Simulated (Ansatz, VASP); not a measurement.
# HfO2 (amorphous HfO2): VASP beside Ansatz, part 2 of 3

Wanted: the spread between two codes on one cell, functional and k mesh. Of the first pair: The structure shown is the start of the Ansatz relaxation below; VASP solves that cell, so the two are compared at the walk's first step.

VASP 6.6.1 and Ansatz 0.2.0.

So far: The structure; Ansatz: relaxation, PBE.

**3. VASP: single point, PBE, start cell, pair 1**

Level of this step: PBE; plane waves and PAW (Hf_pv, O) (VASP).

The same cell, functional, mesh and smearing now go to VASP, with its own data sets.

Lines of VASP's logs that name or quote its potential files are left out, and so is its time.

File INCAR:

```
SYSTEM = HfO2
PREC = Accurate
ENCUT = 520
EDIFF = 1E-06
NELM = 120
ISMEAR = -1
SIGMA = 0.025
LREAL = Auto
ALGO = Normal
GGA = PE
NBANDS = 368
LASPH = .TRUE.
LORBIT = 11
LWAVE = .FALSE.
LCHARG = .FALSE.
ISIF = 2
GGA_COMPAT = .FALSE.
EFERMI = MIDGAP
NCORE = 2
```

File POSCAR:

```
HfO2
1.0
   10.4810600000      0.0000000000      0.0000000000
    0.0000000000     10.4810600000      0.0000000000
    0.0000000000      0.0000000000     10.4810600000
Hf O
28 56
Direct
    0.4903130027      0.6246219371      0.4357479110
    0.5534077660      0.5729477744      0.8764094471
    0.5421779858      0.9454959708      0.9496653964
    0.4317025186      0.3178304484      0.6471005795
    0.9635380391      0.9657992608      0.5295838398
    0.9341230753      0.5485227639      0.0119262746
    0.6548765106      0.4641896907      0.1719768802
    0.0109530906      0.0976237136      0.0900863081
    0.9541782988      0.3981562934      0.2805823075
    0.7297735153      0.0227171679      0.3340597230
    0.7182097994      0.4807147369      0.6200708707
    0.4521203008      0.7247167748      0.1425905395
    0.2880243029      0.2109328637      0.9919798188
    0.8138012758      0.6650854017      0.3588759152
    0.8556577293      0.8485496696      0.0629993531
    0.5039375788      0.1561578695      0.2015731233
    0.6813242172      0.0668920892      0.6542754263
    0.4184118782      0.9331117272      0.4461285404
    0.9664862142      0.2423896056      0.7843004429
    0.2052177929      0.7999858793      0.9691481587
    0.2248436704      0.0959731172      0.7067796578
    0.2796854517      0.4810582136      0.1586480757
    0.2178691850      0.5104159312      0.8159384642
    0.7418238232      0.3153784064      0.9366800686
    0.1888072390      0.1819281638      0.3449937316
    0.2330775704      0.7805985272      0.6639691024
    0.8485782927      0.7452967543      0.7303745995
    0.0350346244      0.4684354445      0.5637311493
    0.0993315562      0.0357883649      0.4117427054
    0.5243362790      0.4628730300      0.5433038261
    0.1114295691      0.3703728440      0.7258426152
    0.3712219947      0.0874911507      0.3385344612
    0.8144023601      0.9195443972      0.6739108449
    0.8798728373      0.7194787550      0.9135430958
    0.5976399334      0.9677360878      0.4831572379
    0.4037377899      0.4730342160      0.7789574719
    0.2853814404      0.9579660836      0.5838722419
    0.1720532084      0.5905891198      0.6369298525
    0.0405970388      0.9018839698      0.0320578262
    0.7040413851      0.5216266294      0.9907013222
    0.0360555135      0.1036345560      0.6632439849
    0.9744434246      0.5654485329      0.3974693399
    0.9052805728      0.4173432840      0.8742722587
    0.3737503649      0.5339154627      0.3163611314
    0.8669256735      0.9998225370      0.1881393676
    0.7302505663      0.9423092702      0.9645207641
    0.7742632902      0.1859353920      0.7806366913
    0.1956863142      0.1147975491      0.1395564952
    0.0070794366      0.2161995065      0.2445935812
    0.8177512580      0.0889032216      0.4953983662
    0.3535997313      0.2075171786      0.7994420412
    0.4675290476      0.5324556867      0.0727121112
    0.8577185895      0.6790725366      0.1620542197
    0.8535300819      0.8491889179      0.3998068898
    0.0726357830      0.4850081957      0.1549079959
    0.3049882359      0.6958838133      0.8277884107
    0.6559641868      0.1939403076      0.3048832847
    0.2495358294      0.3985856392      0.9773343536
    0.3452036340      0.2954758393      0.1870421503
    0.3679589660      0.8743867510      0.0371145667
    0.6406126861      0.4055315016      0.7867811080
    0.4253386585      0.7940132010      0.3203206546
    0.8414893150      0.3990436082      0.1166962120
    0.2883486976      0.2218954953      0.5565467615
    0.0987877180      0.6197369350      0.9284080045
    0.6089078776      0.2965635155      0.0789614791
    0.2157319966      0.9197256766      0.8111488723
    0.6754374080      0.6463086749      0.7444094395
    0.6118942168      0.6426353823      0.2570732350
    0.8912266507      0.5934609667      0.6297359237
    0.3926034199      0.7437320271      0.5521960565
    0.1254357861      0.1564822642      0.8956536839
    0.1035773099      0.3531608444      0.4166467895
    0.5487040433      0.9834215242      0.7683192349
    0.0380591276      0.8134959632      0.6328367551
    0.9003574066      0.1963064805      0.9741667350
    0.8771154826      0.3585228975      0.6095375849
    0.2668432391      0.6729853660      0.1137766600
    0.5741785659      0.2141768104      0.6044808445
    0.7674128380      0.4574823539      0.3336685412
    0.5861716277      0.9763611696      0.1976803873
    0.4557363473      0.1124027532      0.0148839907
    0.5584740475      0.7462317743      0.9737564712
    0.6812001840      0.6417957726      0.4956559737
```

File KPOINTS:

```
Automatic mesh
0
Gamma
1 1 1
0 0 0
```

The projector-augmented-wave data sets are Hf_pv and O (PBE family, release 64).

Run with:

```bash
> mpirun -np 8 vasp_gam
```

Numbers of over 12 decimals in the logs are rounded to 6 here.

The program printed:

```text
[banner, memory and clock lines left out]
running    8 mpi-ranks, on    1 nodes
[...]
LDA part: xc-table for (Slater+PW92), standard interpolation
 POSCAR, INCAR and KPOINTS ok, starting setup
[...]
entering main loop
       N       E                     dE             d eps       ncg     rms          rms(c)
DAV:   1     0.587261382950E+04    0.58726E+04   -0.39738E+05   736   0.175E+03
DAV:   2    -0.482489989741E+03   -0.63551E+04   -0.61470E+04   912   0.476E+02
DAV:   3    -0.983760642882E+03   -0.50127E+03   -0.49802E+03   856   0.118E+02
DAV:   4    -0.996569230708E+03   -0.12809E+02   -0.12755E+02   856   0.203E+01
[...]
DAV:  16    -0.836584115948E+03   -0.79143E-05   -0.40450E-05   816   0.136E-02    0.207E-02
DAV:  17    -0.836584117782E+03   -0.18344E-05   -0.18923E-05   816   0.923E-03    0.846E-03
DAV:  18    -0.836584117944E+03   -0.16188E-06   -0.42304E-06   728   0.434E-03
   1 F= -.83658412E+03 E0= -.83658412E+03  d E =0.000000E+00
```

From OUTCAR (step 3):

```text
  FREE ENERGIE OF THE ION-ELECTRON SYSTEM (eV)
  ---------------------------------------------------
  free  energy   TOTEN  =      -836.5841179439 eV

  energy  without entropy=     -836.5841179439  energy(sigma->0) =     -836.58411794
```

Harder data sets than Hf_pv exist (the GW ones), and pressures, volumes and forces can shift noticeably with them.

**4. Differences**

Known differences besides the potentials themselves: the data sets hold 1064 valence electrons in Ansatz (on its default PAW (the set named soft_2) files) and 616 in VASP; the cutoff is 420 eV in Ansatz and 520 eV in VASP (PREC = Accurate, projectors in real space). Total energies have different zeros and are not compared.

Forces on 9 of the 84 atoms, those with the largest forces and the largest differences (eV/Å; atoms numbered as in POSCAR):

```csv
atom,"Ansatz x, y, z","VASP x, y, z"
Hf2,"-0.339, 0.074, 0.015","-0.188, 0.053, 0.045"
Hf4,"-0.261, -0.266, 0.026","-0.203, -0.292, 0.061"
Hf7,"0.058, -0.051, -0.162","0.168, -0.040, -0.278"
Hf11,"-0.018, 0.132, 0.109","-0.017, 0.238, 0.178"
Hf20,"0.168, -0.072, 0.061","0.282, -0.117, 0.018"
Hf23,"0.062, 0.243, 0.203","0.088, 0.302, 0.201"
Hf28,"0.132, 0.177, 0.259","0.057, 0.203, 0.289"
O50,"0.069, 0.218, -0.036","0.052, 0.057, -0.058"
O57,"0.026, 0.052, 0.168","-0.044, -0.107, 0.104"
```

The forces differ by 51 meV/Å r.m.s., which is 51.6 % of the r.m.s. force of 0.099 eV/Å (both taken over all components).

**5. Ansatz: relaxation, PBE**

This run makes the geometry at which the two programs are then compared. The cell compared in this pair holds 1144.90 Å³, against 1151.37 Å³ for the pair before.

The structure compared here is the end of the Ansatz relaxation.

File input.yaml:

```yaml
crystal:
  lattice:
    - [10.48106, 0.0, 0.0]
    - [0.0, 10.48106, 0.0]
    - [0.0, 0.0, 10.48106]
  atoms:
    - { symbol: Hf, position: [0.49031, 0.62462, 0.43575] }
    - { symbol: Hf, position: [0.55341, 0.57295, 0.87641] }
    - { symbol: Hf, position: [0.54218, 0.9455, 0.94967] }
    - { symbol: Hf, position: [0.4317, 0.31783, 0.6471] }
    - { symbol: Hf, position: [0.96354, 0.9658, 0.52958] }
    - { symbol: Hf, position: [0.93412, 0.54852, 0.01193] }
    - { symbol: Hf, position: [0.65488, 0.46419, 0.17198] }
    - { symbol: Hf, position: [0.01095, 0.09762, 0.09009] }
    - { symbol: Hf, position: [0.95418, 0.39816, 0.28058] }
    - { symbol: Hf, position: [0.72977, 0.02272, 0.33406] }
    - { symbol: Hf, position: [0.71821, 0.48071, 0.62007] }
    - { symbol: Hf, position: [0.45212, 0.72472, 0.14259] }
    - { symbol: Hf, position: [0.28802, 0.21093, 0.99198] }
    - { symbol: Hf, position: [0.8138, 0.66509, 0.35888] }
    - { symbol: Hf, position: [0.85566, 0.84855, 0.063] }
    - { symbol: Hf, position: [0.50394, 0.15616, 0.20157] }
    - { symbol: Hf, position: [0.68132, 0.06689, 0.65428] }
    - { symbol: Hf, position: [0.41841, 0.93311, 0.44613] }
    - { symbol: Hf, position: [0.96649, 0.24239, 0.7843] }
    - { symbol: Hf, position: [0.20522, 0.79999, 0.96915] }
    - { symbol: Hf, position: [0.22484, 0.09597, 0.70678] }
    - { symbol: Hf, position: [0.27969, 0.48106, 0.15865] }
    - { symbol: Hf, position: [0.21787, 0.51042, 0.81594] }
    - { symbol: Hf, position: [0.74182, 0.31538, 0.93668] }
    - { symbol: Hf, position: [0.18881, 0.18193, 0.34499] }
    - { symbol: Hf, position: [0.23308, 0.7806, 0.66397] }
    - { symbol: Hf, position: [0.84858, 0.7453, 0.73037] }
    - { symbol: Hf, position: [0.03503, 0.46844, 0.56373] }
    - { symbol: O, position: [0.09933, 0.03579, 0.41174] }
    - { symbol: O, position: [0.52434, 0.46287, 0.5433] }
    - { symbol: O, position: [0.11143, 0.37037, 0.72584] }
    - { symbol: O, position: [0.37122, 0.08749, 0.33853] }
    - { symbol: O, position: [0.8144, 0.91954, 0.67391] }
    - { symbol: O, position: [0.87987, 0.71948, 0.91354] }
    - { symbol: O, position: [0.59764, 0.96774, 0.48316] }
    - { symbol: O, position: [0.40374, 0.47303, 0.77896] }
    - { symbol: O, position: [0.28538, 0.95797, 0.58387] }
    - { symbol: O, position: [0.17205, 0.59059, 0.63693] }
    - { symbol: O, position: [0.0406, 0.90188, 0.03206] }
    - { symbol: O, position: [0.70404, 0.52163, 0.9907] }
    - { symbol: O, position: [0.03606, 0.10363, 0.66324] }
    - { symbol: O, position: [0.97444, 0.56545, 0.39747] }
    - { symbol: O, position: [0.90528, 0.41734, 0.87427] }
    - { symbol: O, position: [0.37375, 0.53392, 0.31636] }
    - { symbol: O, position: [0.86693, 0.99982, 0.18814] }
    - { symbol: O, position: [0.73025, 0.94231, 0.96452] }
    - { symbol: O, position: [0.77426, 0.18594, 0.78064] }
    - { symbol: O, position: [0.19569, 0.1148, 0.13956] }
    - { symbol: O, position: [0.00708, 0.2162, 0.24459] }
    - { symbol: O, position: [0.81775, 0.0889, 0.4954] }
    - { symbol: O, position: [0.3536, 0.20752, 0.79944] }
    - { symbol: O, position: [0.46753, 0.53246, 0.07271] }
    - { symbol: O, position: [0.85772, 0.67907, 0.16205] }
    - { symbol: O, position: [0.85353, 0.84919, 0.39981] }
    - { symbol: O, position: [0.07264, 0.48501, 0.15491] }
    - { symbol: O, position: [0.30499, 0.69588, 0.82779] }
    - { symbol: O, position: [0.65596, 0.19394, 0.30488] }
    - { symbol: O, position: [0.24954, 0.39859, 0.97733] }
    - { symbol: O, position: [0.3452, 0.29548, 0.18704] }
    - { symbol: O, position: [0.36796, 0.87439, 0.03711] }
    - { symbol: O, position: [0.64061, 0.40553, 0.78678] }
    - { symbol: O, position: [0.42534, 0.79401, 0.32032] }
    - { symbol: O, position: [0.84149, 0.39904, 0.1167] }
    - { symbol: O, position: [0.28835, 0.2219, 0.55655] }
    - { symbol: O, position: [0.09879, 0.61974, 0.92841] }
    - { symbol: O, position: [0.60891, 0.29656, 0.07896] }
    - { symbol: O, position: [0.21573, 0.91973, 0.81115] }
    - { symbol: O, position: [0.67544, 0.64631, 0.74441] }
    - { symbol: O, position: [0.61189, 0.64264, 0.25707] }
    - { symbol: O, position: [0.89123, 0.59346, 0.62974] }
    - { symbol: O, position: [0.3926, 0.74373, 0.5522] }
    - { symbol: O, position: [0.12544, 0.15648, 0.89565] }
    - { symbol: O, position: [0.10358, 0.35316, 0.41665] }
    - { symbol: O, position: [0.5487, 0.98342, 0.76832] }
    - { symbol: O, position: [0.03806, 0.8135, 0.63284] }
    - { symbol: O, position: [0.90036, 0.19631, 0.97417] }
    - { symbol: O, position: [0.87712, 0.35852, 0.60954] }
    - { symbol: O, position: [0.26684, 0.67299, 0.11378] }
    - { symbol: O, position: [0.57418, 0.21418, 0.60448] }
    - { symbol: O, position: [0.76741, 0.45748, 0.33367] }
    - { symbol: O, position: [0.58617, 0.97636, 0.19768] }
    - { symbol: O, position: [0.45574, 0.1124, 0.01488] }
    - { symbol: O, position: [0.55847, 0.74623, 0.97376] }
    - { symbol: O, position: [0.6812, 0.6418, 0.49566] }
kpoints:
  mp_grid: { grid: [1, 1, 1] }
hamiltonian:
  xc: pbe
scf:
  occupations: { method: fermi_dirac, width: 0.025 }
output:
  forces: true
relax:
  f_tol: 0.04
  max_steps: 250
  cell: {}
```

Run with:

```bash
> ansatz run input.yaml --threads 4 --pin off --max-ram 8192MiB --backend cpu --events-out ev --progress --plain --runs-dir out
```

The program printed:

```text
[...]
Crystal: 84 atoms, lattice volume = 1151.372 Å³
Basis set: ecut = 420 eV, 22575 PW (Γ), exchange–correlation on 144×144×144 points (8 copies of the dense FFT grid, shifted against one another)
Bands: 639, of which v1, the nominal top of the filled ones, is band 532 counted from 1 (531 counted from 0)
Symmetry: 1 space group operations
[...]
k-points: 1
[...]
- { symbol: O, position: [0.118151, 0.369311, 0.722326] }
    - { symbol: O, position: [0.371784, 0.086565, 0.339148] }
    - { symbol: O, position: [0.810331, 0.917238, 0.672597] }
    - { symbol: O, position: [0.874502, 0.721968, 0.910934] }
    - { symbol: O, position: [0.598269, 0.965720, 0.483186] }
    - { symbol: O, position: [0.403356, 0.471737, 0.780975] }
[...]
- { symbol: O, position: [0.582010, 0.966510, 0.208224] }
    - { symbol: O, position: [0.462854, 0.110649, 0.013382] }
    - { symbol: O, position: [0.566380, 0.751240, 0.975840] }
    - { symbol: O, position: [0.684031, 0.642509, 0.496986] }
[key lines of the parts left out:]
P = ⅓ Tr σ = 0.0071 GPa (0.071 kbar)
```

[end of part 2 of 3]

[Lines on the potential files, build, host, timing and source positions are cut from VASP's logs without a mark.]

[Logs are printed without paths, hosts, clocks, repeated set-up lines and the standing remarks that a program may print on its own settings, such as how far it seeks lower states.]

[Hosts, paths, dates, database ids (printed as entryN), source tags and the programs' standing remarks are cut or masked in the printed files.]
